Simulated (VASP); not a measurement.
# LaYSbAs: structure and properties in VASP

Wanted: the relaxed cell of LaYSbAs and its properties. The steps: rough relaxation of the start cell, full relaxation (SCAN), single point with fields (SCAN), bands along the symmetry lines (SCAN), density of states (SCAN), volume scan with SCAN, fit for SCAN and bands along the symmetry lines (SCAN + SOC). The cell is invented: it takes the structure of COD entry 1527913, LaAs (space group 225 there), with some of its atoms replaced by other elements, volume scaled by an estimate. It may not be a known or stable phase.

Program: VASP 6.6.1. Level of theory: SCAN; plane waves and PAW (La, Sb, Y_sv, As). Results are calculated unless marked as measured.

**1. The structure**

Before any relaxation, the start is as follows. It takes space group R3m (No. 160, trigonal). Conventional cell: a = 4.383 Å, b = 4.383 Å, c = 21.471 Å, α = 90.00°, β = 90.00°, γ = 120.00°. Nearest to La lie 3 Sb at 3.10 Å and 3 As at 3.10 Å. Sb has 3 Y at 3.10 Å and 3 La at 3.10 Å nearest. Nearest to Y lie 3 Sb at 3.10 Å and 3 As at 3.10 Å. Nearest to As lie 3 La at 3.10 Å and 3 Y at 3.10 Å. It derives from LaAs. it takes the structure of COD entry 1527913, LaAs (space group 225 there), with some of its atoms replaced by other elements, volume scaled by an estimate. Farther neighbours are not listed.

**2. Rough relaxation of the start cell**

The start is only an estimate, so a cheap relaxation brings it near a minimum before any careful run. SCAN adds the kinetic-energy density; it is numerically more delicate than r2SCAN.

Contents of INCAR:

```
SYSTEM = LaYSbAs
PREC = Normal
ENCUT = 400
EDIFF = 1E-05
NELM = 60
ISMEAR = -1
SIGMA = 0.05
LREAL = .FALSE.
ALGO = Normal
METAGGA = SCAN
LASPH = .TRUE.
NBANDS = 22
LORBIT = 11
LWAVE = .FALSE.
LCHARG = .FALSE.
KPAR = 2
IBRION = 2
NSW = 40
ISIF = 3
EDIFFG = -0.04
```

Contents of POSCAR:

```
LaYSbAs
1.0
    2.1913700000      1.2651880000      7.1569850000
   -2.1913700000      1.2651880000      7.1569850000
    0.0000000000     -2.5303760000      7.1569850000
La Sb Y As
1 1 1 1
Direct
    0.2500000000      0.2500000000      0.2500000000
    0.0000000000      0.0000000000      0.0000000000
    0.7500000000      0.7500000000      0.7500000000
    0.5000000000      0.5000000000      0.5000000000
```

Contents of KPOINTS:

```
Automatic mesh
0
Gamma
5 5 5
0 0 0
```

PAW data sets: La, Sb, Y_sv and As (PBE family, release 64).

Run with:

```sh
> mpirun -np 2 vasp_std
```

Output:

```text
[banner, memory and clock lines left out]
running    2 mpi-ranks, on    1 nodes
 distrk:  each k-point on    1 cores,    2 groups
 distr:  one band on    1 cores,    1 groups

 POSCAR found type information on POSCAR LaSbY As
 POSCAR found :  4 types and       4 ions
|                                                                             |
|               ----> ADVICE to this user running VASP <----                  |
|                                                                             |
|     You enforced a specific xc type in the INCAR file but a different       |
|     [... a line on the potential file left out ...]
|     I HOPE YOU KNOW WHAT YOU ARE DOING!                                     |
|                                                                             |

 LDA part: xc-table for (None), standard interpolation
 POSCAR, INCAR and KPOINTS ok, starting setup
 FFT: planning ... GRIDC
 FFT: planning ... GRID_SOFT
 FFT: planning ... GRID
 WAVECAR not read
 entering main loop
       N       E                     dE             d eps       ncg     rms          rms(c)
DAV:   1     0.165366046012E+03    0.16537E+03   -0.10913E+04   836   0.138E+03
DAV:   2    -0.103672609437E+03   -0.26904E+03   -0.25655E+03  1050   0.326E+02
DAV:   3    -0.139846586148E+03   -0.36174E+02   -0.35070E+02  1248   0.139E+02
DAV:   4    -0.143010503137E+03   -0.31639E+01   -0.31536E+01  1564   0.295E+01
DAV:   5    -0.143225762054E+03   -0.21526E+00   -0.21507E+00  1186   0.730E+00    0.217E+01
DAV:   6    -0.134420908192E+03    0.88049E+01   -0.51622E+00  1320   0.138E+01    0.169E+01
DAV:   7    -0.134384297425E+03    0.36611E-01   -0.28134E+00  1422   0.876E+00    0.702E+00
DAV:   8    -0.134364106604E+03    0.20191E-01   -0.54531E-01  1454   0.391E+00    0.119E+00
DAV:   9    -0.134363491013E+03    0.61559E-03   -0.54155E-02  1392   0.130E+00    0.412E-01
DAV:  10    -0.134363112286E+03    0.37873E-03   -0.66552E-03  1324   0.515E-01    0.239E-01
DAV:  11    -0.134362464279E+03    0.64801E-03   -0.24309E-03  1456   0.372E-01    0.116E-01
DAV:  12    -0.134362276447E+03    0.18783E-03   -0.31006E-04  1418   0.113E-01    0.314E-02
DAV:  13    -0.134362198605E+03    0.77841E-04   -0.70214E-05  1304   0.635E-02    0.149E-02
DAV:  14    -0.134362199421E+03   -0.81541E-06   -0.25986E-05  1168   0.371E-02
   1 F= -.13436220E+03 E0= -.13436017E+03  d E =-.134362E+03
 curvature:   0.00 expect dE= 0.000E+00 dE for cont linesearch  0.000E+00
 trial: gam= 0.00000 g(F)=  0.221E+00 g(S)=  0.247E-02 ort = 0.000E+00 (trialstep = 0.100E+01)
 search vector abs. value=  0.223E+00
 bond charge predicted
       N       E                     dE             d eps       ncg     rms          rms(c)
DAV:   1    -0.134237495931E+03    0.12470E+00   -0.20224E+01   992   0.312E+01    0.142E+00
DAV:   2    -0.134513104730E+03   -0.27561E+00   -0.17079E+00  1208   0.106E+01    0.782E-01
DAV:   3    -0.134521500984E+03   -0.83963E-02   -0.87173E-02  1316   0.237E+00    0.510E-01
DAV:   4    -0.134522042537E+03   -0.54155E-03   -0.10979E-02  1388   0.846E-01    0.210E-01
DAV:   5    -0.134523022604E+03   -0.98007E-03   -0.38246E-03  1466   0.370E-01    0.120E-01
DAV:   6    -0.134523115528E+03   -0.92924E-04   -0.51310E-04  1406   0.137E-01    0.766E-02
DAV:   7    -0.134523177049E+03   -0.61521E-04   -0.21374E-04  1394   0.106E-01    0.147E-02
DAV:   8    -0.134523193211E+03   -0.16162E-04   -0.91965E-06   750   0.296E-02    0.918E-03
DAV:   9    -0.134523221941E+03   -0.28730E-04   -0.62215E-06   694   0.316E-02    0.222E-03
DAV:  10    -0.134523218973E+03    0.29680E-05   -0.26016E-06   706   0.289E-02
   2 F= -.13452322E+03 E0= -.13452111E+03  d E =-.161020E+00
[...]
3 F= -.13456577E+03 E0= -.13456337E+03  d E =-.203569E+00
[...]
4 F= -.13456873E+03 E0= -.13456619E+03  d E =-.296016E-02
[...]
5 F= -.13457145E+03 E0= -.13456891E+03  d E =-.567935E-02
[...]
6 F= -.13457141E+03 E0= -.13456886E+03  d E =-.564020E-02
[...]
7 F= -.13457452E+03 E0= -.13457196E+03  d E =-.311296E-02
 trial-energy change:   -0.003113  1 .order   -0.003284   -0.004771   -0.001796
 step:   1.7544(harm=  1.7544)  dis= 0.01093  next Energy=  -134.575235 (dE=-0.383E-02)
 bond charge predicted
       N       E                     dE             d eps       ncg     rms          rms(c)
DAV:   1    -0.134574294254E+03    0.21989E-03   -0.11779E-01  1196   0.409E+00    0.186E-01
DAV:   2    -0.134575254621E+03   -0.96037E-03   -0.98530E-03  1246   0.789E-01    0.148E-01
DAV:   3    -0.134575120020E+03    0.13460E-03   -0.68738E-04  1464   0.201E-01    0.687E-02
DAV:   4    -0.134574959182E+03    0.16084E-03   -0.30106E-04  1560   0.129E-01    0.324E-02
DAV:   5    -0.134574940961E+03    0.18221E-04   -0.44467E-05  1192   0.349E-02    0.215E-02
DAV:   6    -0.134574945587E+03   -0.46267E-05   -0.63643E-06   730   0.309E-02
   8 F= -.13457495E+03 E0= -.13457239E+03  d E =-.353661E-02
 curvature:  -1.10 expect dE=-0.127E-03 dE for cont linesearch -0.144E-05
 trial: gam= 0.04108 g(F)=  0.861E-04 g(S)=  0.297E-04 ort =-0.847E-04 (trialstep = 0.123E+01)
 search vector abs. value=  0.118E-03
 reached required accuracy - stopping structural energy minimisation
```

Elapsed: 6.2 min, on 2 MPI ranks of Intel Xeon 6975P-C (Granite Rapids), shared host; peak memory 0.58 GiB.

The logs omit lines about the potential files and the build; timing stands in the text.

From OUTCAR (step 2):

```text
ion  position               nearest neighbor table
   1  0.250  0.250  0.250-   2 3.10   4 3.10   2 3.10   2 3.10   4 3.10   4 3.10
   2  0.000  0.000  0.000-   3 3.10   1 3.10   3 3.10   3 3.10   1 3.10   1 3.10
   3  0.750  0.750  0.750-   4 3.10   2 3.10   4 3.10   4 3.10   2 3.10   2 3.10
   4  0.500  0.500  0.500-   1 3.10   3 3.10   1 3.10   1 3.10   3 3.10   3 3.10

  LATTYP: Found a trigonal (rhomboedric) cell.
 ALAT       =     7.5911288648
 COS(alpha) =     0.8333333557

 Subroutine GETGRP returns: Found  6 space group operations
 (whereof  6 operations were pure point group operations)

The static configuration has the point symmetry C_3v.

 Found     19 irreducible k-points:

   k-points           NKPTS =     19   k-points in BZ     NKDIM =     19   number of bands    NBANDS=     22

   dimension x,y,z NGX =    40 NGY =   40 NGZ =   40
   dimension x,y,z NGXF=    80 NGYF=   80 NGZF=   80

   ENCUT  =  400.0 eV  29.40 Ry    5.42 a.u.  12.38 12.38 12.38*2*pi/ulx,y,z

   NELECT =      32.0000    total number of electrons

 k-points in reciprocal lattice and weights: Automatic mesh
   0.00000000  0.00000000  0.00000000       0.008
   0.20000000  0.00000000  0.00000000       0.048
   0.40000000  0.00000000  0.00000000       0.048
   0.20000000  0.20000000  0.00000000       0.048
   0.40000000  0.20000000  0.00000000       0.096
  -0.40000000  0.20000000 -0.00000000       0.096
  -0.20000000  0.20000000  0.00000000       0.048
   0.40000000  0.40000000  0.00000000       0.048
  -0.40000000  0.40000000  0.00000000       0.048
[...]
0.40000000  0.40000000  0.40000000       0.016
  -0.40000000  0.40000000  0.40000000       0.048

 average (electrostatic) potential at core
       1-104.3644       2 -90.7006       3 -39.6087       4 -52.4148

 E-fermi :   5.5437

 k-point     1 :       0.0000    0.0000    0.0000
  band No.  band energies     occupation
    ...
      9      -5.0665      2.00000
     10      -3.1305      2.00000
     11       1.7501      2.00000
     12       3.5333      2.00000
     13       3.5333      2.00000
     14       5.7625      0.02481
     15       5.9127      0.00124
     16       5.9127      0.00124
     17       7.0703      0.00000
     18       7.0703      0.00000
    ...

 k-point     2 :       0.2000    0.0000    0.0000
  band No.  band energies     occupation
    ...
     12       3.4469      2.00000
     13       3.6599      2.00000
     14       4.0652      2.00000
     15       4.9080      1.99999
     16       5.1808      1.99859
     17       6.8289      0.00000
     18       7.7729      0.00000
     19       7.8009      0.00000
     20       7.9678      0.00000
     21       8.1233      0.00000
    ...

 k-point     3 :       0.4000    0.0000    0.0000
  band No.  band energies     occupation
    ...
     12       2.8316      2.00000
     13       3.4528      2.00000
     14       3.7960      2.00000
     15       4.1368      2.00000
     16       4.6245      2.00000
     17       6.7235      0.00000
     18       7.4051      0.00000
     19       8.1701      0.00000
     20       8.2027      0.00000
     21       8.3524      0.00000
    ...

  Total        0.0126245      0.0126245     -0.0462873     -0.0000000      0.0000000      0.0000000
  in kB        0.1714231      0.1714231     -0.6285155     -0.0000000      0.0000000      0.0000000
  external PRESSURE =      -0.0952231 kB  Pullay stress =       0.0000000 kB

  energy-cutoff  :      400.00
  volume of cell :      117.99
      direct lattice vectors                 reciprocal lattice vectors
     2.182265397  1.259931456  7.152384309     0.229119703  0.132282328  0.046604505
    -2.182265397  1.259931456  7.152384309    -0.229119703  0.132282328  0.046604505
     0.000000000 -2.519862912  7.152384309     0.000000000 -0.264564657  0.046604505

 POSITION                                       TOTAL-FORCE (eV/Angst)
 -----------------------------------------------------------------------------------
      0.00000      0.00000      5.24520         0.000000     -0.000000      0.027546
      0.00000      0.00000      0.09952        -0.000000     -0.000000     -0.022634
      0.00000      0.00000     16.19922         0.000000      0.000000      0.013388
      0.00000      0.00000     10.64178        -0.000000     -0.000000     -0.018301
 -----------------------------------------------------------------------------------
    total drift:                               -0.000000     -0.000000      0.030812

  FREE ENERGIE OF THE ION-ELECTRON SYSTEM (eV)
  ---------------------------------------------------
  free  energy   TOTEN  =      -134.5749455873 eV

  energy  without entropy=     -134.5698262736  energy(sigma->0) =     -134.57238593

 reached required accuracy - stopping structural energy minimisation

 total charge
# of ion       s       p       d       f       tot
--------------------------------------------------
    1        2.011   5.666   0.656   0.121   8.454
    2        1.106   1.464   0.011   0.000   2.580
    3        2.162   6.326   0.861   0.030   9.378
    4        1.197   1.673   0.011   0.000   2.881
--------------------------------------------------
tot          6.475  15.129   1.538   0.151  23.293

[... 3 further parts left out ...]
```

The k-mesh is coarse for a metal. This relaxation is a rough one on cheap settings, only to bring the start near its minimum. The PAW data sets were made with PBE, which is usual practice but a small mismatch for other functionals. The run keeps the 6 symmetry operations of its start, so it cannot find a distortion of lower symmetry.

The steps of the relaxation:

```
step  energy less that of the first step (eV)  largest force (eV/Å)  pressure (GPa)  volume (Å³)
   1                                   0.0000                1.4072            0.08       119.06
   2                                  -0.1610                0.5797           -0.48       119.32
   3                                  -0.2036                0.2084           -0.78       119.53
   4                                  -0.2065                0.1331            0.79       116.62
   5                                  -0.2092                0.1676            0.07       117.92
   6                                  -0.2092                0.1576            0.27       117.55
   7                                  -0.2123                0.0727            0.10       117.83
   8                                  -0.2127                0.0275           -0.01       117.99
```

```csv
"conventional cell, symmetrised",before,after,change
a (Å),4.383,4.365,-0.4 %
b (Å),4.383,4.365,-0.4 %
c (Å),21.471,21.457,-0.1 %
volume (Å³/atom),29.76,29.50,-0.9 %
```

The atoms that moved most (Å, as changes of fractional coordinates times the final cell):

```csv
atom,dx,dy,dz,length
La1,0.000,0.000,-0.119,0.119
Y3,0.000,0.000,0.106,0.106
Sb2,0.000,0.000,0.100,0.100
As4,0.000,0.000,-0.087,0.087
```

Final coordinates:

```cif
data_structure
_symmetry_space_group_name_H-M 'P 1'
_symmetry_Int_Tables_number 1
_cell_length_a 7.5833
_cell_length_b 7.5833
_cell_length_c 7.5833
_cell_angle_alpha 33.449
_cell_angle_beta 33.449
_cell_angle_gamma 33.449
_cell_volume 117.99
loop_
_atom_site_label
_atom_site_type_symbol
_atom_site_fract_x
_atom_site_fract_y
_atom_site_fract_z
_atom_site_occupancy
La1 La 0.24445 0.24445 0.24445 1
Sb2 Sb 0.00464 0.00464 0.00464 1
Y3 Y 0.75496 0.75496 0.75496 1
As4 As 0.49596 0.49596 0.49596 1
```

This step gave:

```
electrons                       : 32
bands                           : 22
irreducible k-points            : 19
symmetry operations             : 6
free energy (TOTEN)             : -134.5749 eV
energy at zero smearing         : -134.5724 eV
Fermi energy                    : 5.544 eV
pressure                        : -0.009522 GPa
metallic                        : yes
SCF cycles over all ionic steps : 77
```

It ends with a largest force of 0.028 eV/Å and a pressure of -0.01 GPa.

[end of part 1 of 5]

[Lines on the potential files, build, host, timing and source positions are cut from VASP's logs without a mark.]

[Logs are printed without paths, hosts, clocks, repeated set-up lines and the standing remarks that a program may print on its own settings, such as how far it seeks lower states.]

[Hosts, paths, dates, database ids (printed as entryN), source tags and the programs' standing remarks are cut or masked in the printed files.]

[A measured line is paired with the nearest computed mode of its activity, which favours agreement.]
